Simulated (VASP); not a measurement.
# Sc2InSb3 (P3m1) in VASP: further runs

One crystal, Sc2InSb3, is run at these levels: PBE; tasks: relaxation of cell and atoms.

Everything below comes from runs of VASP 6.6.1. Logs are shortened: lines on timing, memory, paths and dates and some standing lists are left out, and cuts for length are marked.

## (1) Starting point

It takes space group P3m1 (No. 156, trigonal). Conventional cell: a = 4.317 Å, b = 4.317 Å, c = 10.777 Å, α = 90.00°, β = 90.00°, γ = 120.00°. Sc (site symmetry 3m) has 6 Sb at 2.95 to 3.05 Å and 1 In at 3.29 Å as nearest neighbours. Sc (site symmetry 3m) has 6 Sb at 2.91 to 3.00 Å as nearest neighbours. In (site symmetry 3m) is surrounded by 4 Sb at 2.75 to 2.93 Å. Sb (site symmetry 3m) is surrounded by 3 In at 2.93 Å and 3 Sc at 3.05 Å. Sb (site symmetry 3m) has 1 In at 2.75 Å and 3 Sc at 2.91 Å as nearest neighbours. Sb (site symmetry 3m) has 6 Sc at 2.95 to 3.00 Å as nearest neighbours.

The cell was built by a generator and needn't be a form met in nature.

## (2) Relaxation of cell and atoms, PBE

Input file INCAR:

```
SYSTEM = Sc2InSb3
  ALGO = Normal
  EDIFF = 1E-6
  EDIFFG = -0.01
  ENCUT = 520
  GGA = PE
  IBRION = 2
  ISIF = 3
  ISMEAR = 0
  KPAR = 4
  LASPH = .TRUE.
  LCHARG = .FALSE.
  LREAL = .FALSE.
  LWAVE = .FALSE.
  NELM = 120
  NSW = 90
  PREC = Accurate
  SIGMA = 0.1
```

Input file KPOINTS:

```
k-points
0
G
  8 8 4
  0 0 0
```

Input file POSCAR:

```
Sc2InSb3
1.0
    4.3166014800      0.0000000000      0.0000000000
   -2.1583007400      3.7382865400      0.0000000000
    0.0000000000      0.0000000000     10.7770000000
Sc In Sb
2 1 3
Direct
    0.0000000000      0.0000000000      0.4580124300
    0.6666666700      0.3333333300      0.1574649700
    0.0000000000      0.0000000000      0.7631994100
    0.6666666700      0.3333333300      0.6203952900
    0.0000000000      0.0000000000      0.0187436200
    0.3333333300      0.6666666700      0.3122390300
```

Potentials or basis: VASP PAW PBE potentials, release 64 (Sc_sv, In_d, Sb).

Started as:

```console
$ cat potpaw_PBE.64/Sc_sv/POTCAR potpaw_PBE.64/In_d/POTCAR potpaw_PBE.64/Sb/POTCAR > POTCAR
$ mpirun -np 4 vasp_std > vasp.out
```

OUTCAR:

```text
SYSTEM = Sc2InSb3
   EDIFF = 1E-6
   EDIFFG = -0.01
   ENCUT = 520
   GGA = PE
   IBRION = 2
   ISIF = 3
   ISMEAR = 0
   LASPH = .TRUE.
   LREAL = .FALSE.
   NELM = 120
   NSW = 90
   PREC = Accurate

 ion  position               nearest neighbor table
   1  0.000  0.000  0.458-   6 2.95   6 2.95   6 2.95   4 3.05   4 3.05   4 3.05   3 3.29
   2  0.667  0.333  0.157-   5 2.91   5 2.91   5 2.91   6 3.00   6 3.00   6 3.00
   3  0.000  0.000  0.763-   5 2.75   4 2.93   4 2.93   4 2.93   1 3.29
   4  0.667  0.333  0.620-   3 2.93   3 2.93   3 2.93   1 3.05   1 3.05   1 3.05
   5  0.000  0.000  0.019-   3 2.75   2 2.91   2 2.91   2 2.91
   6  0.333  0.667  0.312-   1 2.95   1 2.95   1 2.95   2 3.00   2 3.00   2 3.00

  LATTYP: Found a hexagonal cell.
 ALAT       =     4.3166014800
 C/A-ratio  =     2.4966400188

  Lattice vectors:

 A1 = (   4.3166014800,   0.0000000000,   0.0000000000)
 A2 = (  -2.1583007400,   3.7382865400,   0.0000000000)
 A3 = (   0.0000000000,   0.0000000000,  10.7770000000)

Analysis of symmetry for initial positions (statically):
=====================================================================
 Subroutine PRICEL returns:
 Original cell was already a primitive cell.

 Routine SETGRP: Setting up the symmetry group for a
 hexagonal supercell.

 Subroutine GETGRP returns: Found  6 space group operations
 (whereof  6 operations were pure point group operations)
 out of a pool of 24 trial point group operations.

The static configuration has the point symmetry C_3v.

Analysis of symmetry for dynamics (positions and initial velocities):
=====================================================================
 Subroutine PRICEL returns:
 Original cell was already a primitive cell.

 Routine SETGRP: Setting up the symmetry group for a
 hexagonal supercell.

 Subroutine GETGRP returns: Found  6 space group operations
 (whereof  6 operations were pure point group operations)
 out of a pool of 24 trial point group operations.

The dynamic configuration has the point symmetry C_3v.

 Subroutine INISYM returns: Found  6 space group operations
 (whereof  6 operations are pure point group operations),
 and found     1 'primitive' translations

----------------------------------------------------------------------------------------

                                     Primitive cell

  volume of cell :     173.9051

  direct lattice vectors                    reciprocal lattice vectors
     4.316601480  0.000000000  0.000000000     0.231663730  0.133751117  0.000000000
    -2.158300740  3.738286540  0.000000000     0.000000000  0.267502234  0.000000000
     0.000000000  0.000000000 10.777000000     0.000000000  0.000000000  0.092790201

  length of vectors
     4.316601480  4.316601480 10.777000000     0.267502234  0.267502234  0.092790201

  position of ions in fractional coordinates (direct lattice)
     0.000000000  0.000000000  0.458012430
     0.666666670  0.333333330  0.157464970
     0.000000000  0.000000000  0.763199410
     0.666666670  0.333333330  0.620395290
     0.000000000  0.000000000  0.018743620
     0.333333330  0.666666670  0.312239030

  ion indices of the primitive-cell ions
   primitive index   ion index
                 1           1
                 2           2
                 3           3
                 4           4
                 5           5
                 6           6

----------------------------------------------------------------------------------------

 KPOINTS: k-points

Automatic generation of k-mesh.
 Grid dimensions read from file:
 generate k-points for:    8    8    4

 Generating k-lattice:

  Cartesian coordinates                     Fractional coordinates (reciprocal lattice)
     0.028957966  0.016718890  0.000000000     0.125000000  0.000000000  0.000000000
     0.000000000  0.033437779  0.000000000     0.000000000  0.125000000  0.000000000
     0.000000000  0.000000000  0.023197550     0.000000000  0.000000000  0.250000000

  Length of vectors
     0.033437779  0.033437779  0.023197550

  Shift w.r.t. Gamma in fractional coordinates (k-lattice)
     0.000000000  0.000000000  0.000000000

 Subroutine IBZKPT returns following result:
 ===========================================

 Found     35 irreducible k-points:

 Following reciprocal coordinates:
            Coordinates               Weight
  0.000000  0.000000  0.000000      1.000000
  0.125000  0.000000  0.000000      6.000000
  0.250000  0.000000  0.000000      6.000000
  0.375000  0.000000  0.000000      6.000000
  0.500000  0.000000  0.000000      3.000000
  0.125000  0.125000  0.000000      6.000000
[... 16 lines left out ...]
 -0.125000  0.500000  0.250000     12.000000
  0.250000  0.250000  0.250000     12.000000
 [... further k-points ...]
   k-points           NKPTS =     35   k-points in BZ     NKDIM =     35   number of bands    NBANDS=     30
   number of dos      NEDOS =    301   number of ions     NIONS =      6
   total plane-waves  NPLWV =  81920
   dimension x,y,z NGX =    32 NGY =   32 NGZ =   80
   dimension x,y,z NGXF=    64 NGYF=   64 NGZF=  160
   ions per type =               2   1   3
   NGX,Y,Z   is equivalent  to a cutoff of  12.32, 12.32, 12.34 a.u.
   NGXF,Y,Z  is equivalent  to a cutoff of  24.65, 24.65, 24.68 a.u.
 SYSTEM =  Sc2InSb3
   PREC   = accura    normal or accurate (medium, high low for compatibility)
   ISTART =      0    job   : 0-new  1-cont  2-samecut
   ICHARG =      2    charge: 1-file 2-atom 10-const
   ISPIN  =      1    spin polarized calculation?
   LNONCOLLINEAR =      F non collinear calculations
   LSORBIT =      F    spin-orbit coupling
   LASPH  =      T    aspherical Exc in radial PAW
   ENCUT  =  520.0 eV  38.22 Ry    6.18 a.u.   8.03  8.03 20.04*2*pi/ulx,y,z
   NELM   =    120;   NELMIN=  2; NELMDL= -5     # of ELM steps
   EDIFF  = 0.1E-05   stopping-criterion for ELM
   LREAL  =      F    real-space projection
   EDIFFG = -.1E-01   stopping-criterion for IOM
   NSW    =     90    number of steps for IOM
   IBRION =      2    ionic relax: 0-MD 1-quasi-New 2-CG
   NFREE  =      1    steps in history (QN), initial steepest desc. (CG)
   ISIF   =      3    stress and relaxation
   ISYM   =      2    0-nonsym 1-usesym 2-fastsym
   POTIM  = 0.5000    time-step for ionic-motion
   TEBEG  =    0.0;   TEEND  =   0.0 temperature during run
   PSTRESS=    0.0 pullay stress
   NELECT =      50.0000    total number of electrons
   NUPDOWN=      -1.0000    fix difference up-down
   EMIN   =  10.00;   EMAX   =-10.00  energy-range for DOS
   EFERMI =   0.00;   METHOD = LEGACY
   ISMEAR =     0;   SIGMA  =   0.10  broadening in eV -4-tet -1-fermi 0-gaus
   EFERMI_NEDOS =   21; number of points for ismear=-14 and -15
   IALGO  =     38    algorithm
   IMIX   =      4    mixing-type and parameters
     AMIX     =   0.40;   BMIX     =  1.00
     AMIX_MAG =   1.60;   BMIX_MAG =  1.00
  volume/ion in A,a.u.               =      28.98       195.59
  Fermi-wavevector in a.u.,A,eV,Ry     =   1.080506  2.041861 15.884722  1.167494
  Thomas-Fermi vector in A             =   2.216499
   LORBIT       =      0    0 simple, 1 ext, 2 COOP (PROOUT), +10 PAW based schemes
   GGA     = PE    functional components
   LHFCALC =     F    Hartree Fock is set to
   AEXX    =    0.0000 exact exchange contribution
   IVDW    =     0    specifies the selected vdW correction
   LEPSILON=     F    determine dielectric tensor
   LRPA    =     F    only Hartree local field effects (RPA)
 conjugate gradient relaxation of ions
 non-spin polarized calculation
 Gauss-broadening in eV      SIGMA  =   0.10
  energy-cutoff  :      520.00
  volume of cell :      173.91
 maximum number of plane-waves:      4708
   NGX = 17   NGY = 17   NGZ = 41

--------------------------------------- Ionic step        1  -------------------------------------------

 number of electron      50.0000004 magnetization

 Free energy of the ion-electron system (eV)
  ---------------------------------------------------
  ext. energy  EPLUGINS =         0.00000000
  ---------------------------------------------------
  free energy    TOTEN  =       -30.64217488 eV

  energy without entropy =      -30.63204952  energy(sigma->0) =      -30.63711220

------------------------ aborting loop because EDIFF is reached ----------------------------------------

  FORCE on cell =-STRESS in cart. coord.  units (eV):
  Direction    XX          YY          ZZ          XY          YZ          ZX
  --------------------------------------------------------------------------------------
  -------------------------------------------------------------------------------------
  Total       -0.0039408     -0.0039408      0.3299452     -0.0000000      0.0000000      0.0000000
  in kB       -0.0363061     -0.0363061      3.0397649     -0.0000000      0.0000000      0.0000000
  external PRESSURE =       0.9890509 kB  Pullay stress =       0.0000000 kB

 VOLUME and BASIS-vectors are now :
 -----------------------------------------------------------------------------
  energy-cutoff  :      520.00
  volume of cell :      173.91
      direct lattice vectors                 reciprocal lattice vectors
     4.316601480  0.000000000  0.000000000     0.231663730  0.133751117  0.000000000
    -2.158300740  3.738286540  0.000000000     0.000000000  0.267502234  0.000000000
     0.000000000  0.000000000 10.777000000     0.000000000  0.000000000  0.092790201
[... 281 lines left out ...]
 POSITION                                       TOTAL-FORCE (eV/Angst)
 -----------------------------------------------------------------------------------
     -0.00000      0.00000      4.94151         0.000000      0.000000     -0.011282
      2.15631      1.24494      1.69852         0.000000     -0.000000      0.002176
     -0.00000      0.00000      8.25571        -0.000000      0.000000      0.017120
      2.15631      1.24494      6.70735        -0.000000      0.000000      0.000155
     -0.00000      0.00000      0.20765         0.000000      0.000000     -0.004656
     -0.00000      2.48989      3.38269         0.000000      0.000000     -0.003513
 -----------------------------------------------------------------------------------
    total drift:                               -0.000025      0.000014     -0.001789

  FREE ENERGIE OF THE ION-ELECTRON SYSTEM (eV)
  ---------------------------------------------------
  free  energy   TOTEN  =       -30.6436901063 eV

  energy  without entropy=      -30.6335705002  energy(sigma->0) =      -30.63863030

--------------------------------------- Ionic step        9  -------------------------------------------

 number of electron      50.0000002 magnetization

 Free energy of the ion-electron system (eV)
  ---------------------------------------------------
  ext. energy  EPLUGINS =         0.00000000
  ---------------------------------------------------
  free energy    TOTEN  =       -30.64372344 eV

  energy without entropy =      -30.63362793  energy(sigma->0) =      -30.63867569

 E-fermi :   5.4888     XC(G=0):  -9.3844

 val. band max:        5.4850109059   @ k =   0.2500   0.0000   0.5000
 cond. band min:       5.5075406680   @ k =   0.3750   0.0000   0.0000
 fundamental gap:      0.0225297621
 Fermi energy:         5.4887605026

 k-point     1 :       0.0000    0.0000    0.0000
  band No.  band energies     occupation
      1     -44.8225      2.00000
      2     -44.2955      2.00000
      3     -23.4612      2.00000
      4     -23.4383      2.00000
      5     -23.4383      2.00000
      6     -22.9248      2.00000
[... 781 lines left out ...]
     29       7.0516      0.00000
     30       7.2286      0.00000

 [... further k-points ...]

------------------------ aborting loop because EDIFF is reached ----------------------------------------

  FORCE on cell =-STRESS in cart. coord.  units (eV):
  Direction    XX          YY          ZZ          XY          YZ          ZX
  --------------------------------------------------------------------------------------
  -------------------------------------------------------------------------------------
  Total        0.0105505      0.0105505     -0.0174178     -0.0000000      0.0000000     -0.0000000
  in kB        0.0970151      0.0970151     -0.1601611     -0.0000000      0.0000000     -0.0000000
  external PRESSURE =       0.0112897 kB  Pullay stress =       0.0000000 kB

 VOLUME and BASIS-vectors are now :
 -----------------------------------------------------------------------------
  energy-cutoff  :      520.00
  volume of cell :      174.24
      direct lattice vectors                 reciprocal lattice vectors
     4.314091253 -0.000000000  0.000000000     0.231798527  0.133828942 -0.000000000
    -2.157045627  3.736112620 -0.000000000     0.000000000  0.267657884 -0.000000000
    -0.000000000  0.000000000 10.810279669    -0.000000000  0.000000000  0.092504545

 POSITION                                       TOTAL-FORCE (eV/Angst)
 -----------------------------------------------------------------------------------
      4.31409      0.00000      4.93919        -0.000000     -0.000000     -0.000362
      2.15705      1.24537      1.69804         0.000000     -0.000000     -0.000345
     -0.00000      0.00000      8.25548         0.000000     -0.000000     -0.005230
      2.15705      1.24537      6.70600        -0.000000      0.000000      0.002918
     -0.00000      0.00000      0.20754        -0.000000      0.000000      0.009877
     -0.00000      2.49074      3.38229         0.000000     -0.000000     -0.006858
 -----------------------------------------------------------------------------------
    total drift:                               -0.000025      0.000014     -0.001972

  FREE ENERGIE OF THE ION-ELECTRON SYSTEM (eV)
  ---------------------------------------------------
  free  energy   TOTEN  =       -30.6437234434 eV

  energy  without entropy=      -30.6336279293  energy(sigma->0) =      -30.63867569

 reached required accuracy - stopping structural energy minimisation
```

Run time: 3.2 min. Hardware: 4 MPI ranks of Intel Xeon Platinum 8488C (Sapphire Rapids), shared host; peak memory 0.41 GiB.

Results:

| Property | Result |
| --- | --- |
| Free energy | -30.6437 eV |
| Relaxed volume | 29.04 Å³/atom |
| Relaxed cell | a = 4.314 Å, b = 4.314 Å, c = 10.810 Å, α = 90.00°, β = 90.00°, γ = 120.00° |
| Space group after relaxing (to 0.05 Å) | P3m1 (No. 156) |
| Energy gained by relaxing | 0.3 meV/atom |
| Ionic steps | 9 |
| Pressure after relaxing | 0.0 GPa |
| Largest force after relaxing | 0.010 eV/Å |
| Band gap on the k mesh | none (metal or under the smearing width) |

Forces in eV/Å, atoms in the order of the input:
```
Sc   0.000  0.000  0.000
Sc   0.000  0.000  0.000
In   0.000  0.000 -0.005
Sb   0.000  0.000  0.003
Sb   0.000  0.000  0.010
Sb   0.000  0.000 -0.007
```

Step by step:
```tsv
step	energy change (eV)	largest force (eV/Å)	pressure (GPa)	volume (Å³)
1	0.0000	0.0979	0.10	173.91
2	-0.0011	0.0591	-0.04	174.36
3	-0.0012	0.0436	-0.10	174.54
4	-0.0015	0.0168	0.01	174.19
5	-0.0015	0.0136	0.00	174.16
6	-0.0015	0.0110	0.03	174.11
7	-0.0015	0.0168	0.03	174.15
8	-0.0015	0.0171	0.03	174.15
9	-0.0015	0.0099	0.00	174.24
```

Final structure:
```cif
data_structure
_symmetry_space_group_name_H-M 'P 1'
_symmetry_Int_Tables_number 1
_cell_length_a 4.3141
_cell_length_b 4.3141
_cell_length_c 10.8103
_cell_angle_alpha 90.000
_cell_angle_beta 90.000
_cell_angle_gamma 120.000
_cell_volume 174.24
loop_
_atom_site_label
_atom_site_type_symbol
_atom_site_fract_x
_atom_site_fract_y
_atom_site_fract_z
_atom_site_occupancy
Sc1 Sc 0.00000 0.00000 0.45690 1
Sc2 Sc 0.66667 0.33333 0.15708 1
In1 In 0.00000 0.00000 0.76367 1
Sb1 Sb 0.66667 0.33333 0.62034 1
Sb2 Sb 0.00000 0.00000 0.01920 1
Sb3 Sb 0.33333 0.66667 0.31288 1
```

Levels at points of the mesh, in eV from the Fermi level:
```csv
k point,band 21,band 22,band 23,band 24,band 25,band 26,band 27,band 28,band 29,band 30
"(0.00, 0.00, 0.00)",-0.83,-0.83,0.26,0.51,0.51,0.69,0.85,0.85,0.96,1.58
"(0.50, 0.00, 0.00)",-2.26,-1.95,-1.61,-1.30,-0.54,-0.31,1.22,1.29,1.52,1.67
"(0.00, 0.00, 0.50)",-1.76,-0.65,-0.65,0.24,0.24,0.81,0.83,0.83,1.59,1.59
"(0.50, 0.00, 0.50)",-2.16,-1.94,-1.63,-1.53,-0.50,0.08,0.64,1.50,1.60,1.82
```

## (3) Relaxation of cell and atoms, PBE

INCAR, as its differences from that of step 2:

```diff
@@ -2,4 +2,4 @@
   ALGO = Normal
-  EDIFF = 1E-6
-  EDIFFG = -0.01
+  EDIFF = 1E-7
+  EDIFFG = -0.005
   ENCUT = 520
@@ -15,3 +15,4 @@
   NELM = 120
-  NSW = 90
+  NSW = 60
+  POTIM = 0.3
   PREC = Accurate
```

KPOINTS is that of step 2.

Input file POSCAR:

```
Sc2InSb3                                
1.0
    4.3140912535     -0.0000000000      0.0000000000
   -2.1570456267      3.7361126201     -0.0000000000
   -0.0000000000      0.0000000000     10.8102796689
  Sc              In              Sb            
     2     1     3
Direct
     1.0000000000000000    0.0000000000000000    0.4568971677620294
     0.6666666699999979    0.3333333300000021    0.1570766622721878
     0.0000000000000000    0.0000000000000000    0.7636696246167167
     0.6666666699999979    0.3333333300000021    0.6203357388750234
     0.0000000000000000    0.0000000000000000    0.0191986915519877
     0.3333333300000021    0.6666666699999979    0.3128768649220500
```

Potentials or basis: VASP PAW PBE potentials, release 64 (Sc_sv, In_d, Sb).

Started as:

```console
$ cat potpaw_PBE.64/Sc_sv/POTCAR potpaw_PBE.64/In_d/POTCAR potpaw_PBE.64/Sb/POTCAR > POTCAR
$ mpirun -np 4 vasp_std > vasp.out
```

Wall time 87 s (4 MPI ranks of Intel Xeon Platinum 8488C (Sapphire Rapids), shared host); peak memory 0.4 GiB.

It converged, with:

```
Free energy                  : -30.6438 eV
Energy gained by relaxing    : 0.0 meV/atom
Ionic steps                  : 3
Pressure after relaxing      : 0.0 GPa
Largest force after relaxing : 0.004 eV/Å
Band gap on the k mesh       : none (metal or under the smearing width)
```

Forces on the atoms (eV/Å):
```
Sc   0.000  0.000 -0.004
Sc   0.000  0.000  0.001
In   0.000  0.000  0.004
Sb   0.000  0.000 -0.001
Sb   0.000  0.000  0.000
Sb   0.000  0.000  0.000
```

Final structure:
```
Sc In Sb
1.0
     4.31473    0.00000    0.00000
    -2.15736    3.73666    0.00000
     0.00000    0.00000   10.80714
Sc In Sb
2 1 3
Direct
  0.00000 0.00000 0.45690
  0.66667 0.33333 0.15707
  0.00000 0.00000 0.76362
  0.66667 0.33333 0.62036
  0.00000 0.00000 0.01930
  0.33333 0.66667 0.31280
```

Levels at points of the mesh, in eV from the Fermi level:
| k point | band 22 | band 23 | band 24 | band 25 | band 26 | band 27 | band 28 | band 29 |
| --- | --- | --- | --- | --- | --- | --- | --- | --- |
| (0.00, 0.00, 0.00) | -0.83 | 0.26 | 0.51 | 0.51 | 0.69 | 0.85 | 0.85 | 0.96 |
| (0.50, 0.00, 0.00) | -1.95 | -1.61 | -1.30 | -0.54 | -0.31 | 1.22 | 1.29 | 1.52 |
| (0.00, 0.00, 0.50) | -0.66 | -0.66 | 0.24 | 0.24 | 0.81 | 0.83 | 0.83 | 1.59 |
| (0.50, 0.00, 0.50) | -1.95 | -1.63 | -1.53 | -0.50 | 0.08 | 0.64 | 1.50 | 1.60 |

The run has no spin-orbit coupling, so splittings on Sb are missing.
